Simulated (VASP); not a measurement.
Here is the system:

```
BN
1.0
    0.00000     1.80386     1.80386
    1.80386     0.00000     1.80386
    1.80386     1.80386     0.00000
B N
1 1
Direct
  0.00000   0.00000   0.00000
  0.25000   0.25000   0.25000
```

Computed with PBEsol GGA, VASP's PBE PAW potentials (set 64) (plane waves; VASP). Run with 520 eV cut-off, 14×14×14 Γ-centred mesh, tetrahedra with Blöchl corrections, potentials B N.

### Question
Predict the energy per atom (σ→0), band gap (on the k-mesh) with the smallest direct gap where there is one.

### Answer

```
Quantity                                     Result
-----------------------------------  --------------
band gap (on the k-mesh)                    4.28 eV
smallest direct gap (on the k-mesh)         8.79 eV
energy per atom (σ→0)                -9.173 eV/atom
```

Only differences to runs with the same potentials and settings are physical.

The structure was generated: BN was put into the zinc blende type (F-43m), which need not be its known phase. It was relaxed first.
